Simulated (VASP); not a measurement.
An input for Quantum ESPRESSO's pw.x (written as the equivalent of a VASP run, and not itself run):

```
&CONTROL
  calculation = 'scf'
  pseudo_dir = './pseudo'
  outdir = './out'
  tprnfor = .true.
  tstress = .true.
/
&SYSTEM
  ibrav = 0
  nat = 2
  ntyp = 2
  ecutwfc = 82
  occupations = 'smearing'
  smearing = 'gaussian'
  degauss = 0.003675
  input_dft = 'pbe'
  vdw_corr = 'grimme-d3'
  dftd3_version = 3
  dftd3_threebody = .false.
/
&ELECTRONS
  conv_thr = 7.3e-09
  electron_maxstep = 100
/
ATOMIC_SPECIES
  Ag 107.868 Ag.upf
  Cl 35.450 Cl.upf
CELL_PARAMETERS angstrom
     0.0000000    2.8164022    2.8164022
     2.8164022    0.0000000    2.8164022
     2.8164022    2.8164022    0.0000000
ATOMIC_POSITIONS crystal
  Ag   0.0000000  1.0000000  0.0000000
  Cl   0.5000000  0.5000000  0.5000000
K_POINTS automatic
  8 8 8 0 0 0
```

Q: Translate this input to VASP (INCAR, KPOINTS, POSCAR, choice of POTCAR).

A: Several could match; the one computed here: 
### POSCAR
```
AgCl
1
    0.0000000000     2.8164022365     2.8164022365
    2.8164022365     0.0000000000     2.8164022365
    2.8164022365     2.8164022365     0.0000000000
Ag Cl
1 1
Direct
  0.0000000000   1.0000000000   0.0000000000
  0.5000000000   0.5000000000   0.5000000000
```

### INCAR
```
EDIFF = 1E-7   # SCF stop (eV)
PREC = Accurate
SYSTEM = AgCl
LWAVE = .False.
ENCUT = 520
NELM = 100
LMAXMIX = 4   # l cut-off of mixed one-centre charges
IVDW = 11
SIGMA = 0.05   # width (eV)
LASPH = .True.   # aspherical one-centre terms
LCHARG = .False.
ALGO = Normal   # blocked Davidson
ISIF = 2   # forces and stress, cell fixed
GGA = PE   # PBE
LREAL = .False.
ISMEAR = 0
```

### KPOINTS
```
Automatic mesh
0
gamma
  8 8 8
```

POTCAR, in this order: Ag Cl (PBE.64 set). Program: vasp_std.

The two are equivalent in intent, not identical: the potentials are each code's own (VASP's PAW set, PseudoDojo norm-conserving files in pw.x), so ENCUT and ecutwfc are chosen apart and not converted; conv_thr bounds pw.x's estimated SCF error, while EDIFF bounds the energy change between steps.

The compound is AgCl in the rock salt structure. This cell is one point of a volume scan, at 1.06 of the reference volume.
